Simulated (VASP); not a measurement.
# FePb: single point with VASP

System: FePb, 2 atoms in the cell.

VASP input. INCAR
```
ISMEAR = -1
SIGMA = 0.1
ISIF = 2
LSORBIT = .TRUE.
MAGMOM = 0 0 3  0 0 0
LMAXMIX = 4
NBANDS = 42
LASPH = .TRUE.
NELM = 200
LREAL = .FALSE.
EDIFF = 1E-8
ALGO = Normal
GGA_COMPAT = .FALSE.
PREC = Accurate
ENCUT = 680
ISTART = 1
ICHARG = 0
NELMIN = 4
LORBIT = 11
```

KPOINTS
```
mesh
0
Gamma
8 8 6
0 0 0
```

POSCAR
```
FePb
1.0
     3.200000    0.000000    0.000000
     0.000000    3.200000    0.000000
     0.000000    0.000000    4.100000
Fe Pb
1 1
Direct
  0.000000 0.000000 0.000000
  0.500000 0.500000 0.500000
```

Potentials (PBE.64), in the order of POSCAR: Fe_pv Pb_d

The WAVECAR comes from an earlier, cheaper step on the same cell.

Output, in brief

```
Pressure             : -2.41 GPa
Free energy TOTEN    : -10.9195 eV
Energy (σ→0)         : -10.8713 eV
Smearing term TS     : 48.2 meV/atom
Net spin moment      : 2.83 μB
Valence electrons    : 28
Irreducible k-points : 72
```

Stress tensor in GPa, compression positive:
```
-1.54  0.00  0.00
 0.00 -1.54  0.00
 0.00  0.00 -4.17
```

VASP prints the stress at a fixed plane-wave basis, so it holds the Pulay stress of this cutoff.

The cell is a model and need not be the structure known for this compound. The k-mesh is modest, so these values aren't fully converged in k. One magnetic order was tried; another may lie lower.
